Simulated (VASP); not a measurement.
Something may be wrong with this VASP 6.6.1 calculation of LiYHg.

File INCAR:

```
SYSTEM = LiYHg
PREC = Accurate
ENCUT = 520
EDIFF = 1E-6
ISMEAR = -1
SIGMA = 0.05
LREAL = .FALSE.
LASPH = .TRUE.
NELM = 76
ALGO = Damped
ISIF = 2
LWAVE = .FALSE.
LCHARG = .FALSE.
GGA = PE
TIME = 4.0
```

Contents of KPOINTS:

```
regular mesh
0
G
  6 6 5
  0 0 0
```

The input POSCAR:

```
LiYHg
1.0
    4.2179400000      0.0000000000      0.0000000000
    0.0000000000      4.2179400000      0.0000000000
    0.0000000000      0.0000000000      5.0410464000
Li Y Hg
1 1 1
Direct
    0.5000000000      0.5000000000      0.5000000000
    0.0000000000      0.0000000000      0.0000000000
    0.5000000000      0.5000000000      0.0000000000
```

Potentials or basis: VASP PAW PBE potentials, release 64 (Li_sv, Y_sv, Hg).

Run with:

```console
$ cat potpaw_PBE.64/Li_sv/POTCAR potpaw_PBE.64/Y_sv/POTCAR potpaw_PBE.64/Hg/POTCAR > POTCAR
$ mpirun -np 1 vasp_std > vasp.out
```

OUTCAR:

```text
SYSTEM = LiYHg
   PREC = Accurate
   ENCUT = 520
   EDIFF = 1E-6
   ISMEAR = -1
   LREAL = .FALSE.
   LASPH = .TRUE.
   NELM = 76
   ISIF = 2
   GGA = PE

 ion  position               nearest neighbor table
   1  0.500  0.500  0.500-   3 2.52   3 2.52
   2  0.000  0.000  0.000-   3 2.98   3 2.98   3 2.98   3 2.98
   3  0.500  0.500  0.000-   1 2.52   1 2.52   2 2.98   2 2.98   2 2.98   2 2.98

  LATTYP: Found a simple tetragonal cell.
[... 678 lines left out ...]
  Direction    XX          YY          ZZ          XY          YZ          ZX
  --------------------------------------------------------------------------------------
  -------------------------------------------------------------------------------------
  Total      148.3027489    148.3027489    136.8357201      0.0000000     -0.0000000      0.0000000
  in kB     2649.3436403   2649.3436403   2444.4917408      0.0000000     -0.0000000      0.0000000
  external PRESSURE =    2581.0596738 kB  Pullay stress =       0.0000000 kB

 VOLUME and BASIS-vectors are now :
 -----------------------------------------------------------------------------
  energy-cutoff  :      520.00
  volume of cell :       89.69
      direct lattice vectors                 reciprocal lattice vectors
     4.217940000  0.000000000  0.000000000     0.237082557  0.000000000  0.000000000
     0.000000000  4.217940000  0.000000000     0.000000000  0.237082557  0.000000000
     0.000000000  0.000000000  5.041046400     0.000000000  0.000000000  0.198371513

 POSITION                                       TOTAL-FORCE (eV/Angst)
 -----------------------------------------------------------------------------------
      2.10897      2.10897      2.52052         0.000000      0.000000      0.000000
      0.00000      0.00000      0.00000         0.000000      0.000000      0.000000
      2.10897      2.10897      0.00000         0.000000      0.000000      0.000000
 -----------------------------------------------------------------------------------
    total drift:                                0.000000     -0.000000     -0.000000

  FREE ENERGIE OF THE ION-ELECTRON SYSTEM (eV)
  ---------------------------------------------------
  free  energy   TOTEN  =       331.4317795627 eV

  energy  without entropy=      331.4342788723  energy(sigma->0) =      331.43302922
```

On the terminal:

```text
POSCAR found type information on POSCAR LiY Hg
[... 26 lines left out ...]
 -----------------------------------------------------------------------------
```

Q: What happened, and what is wrong with the input?

A: The run did not converge. The input holds a flaw that was put in on purpose: damping step far too long (ALGO = Damped; TIME = 4).
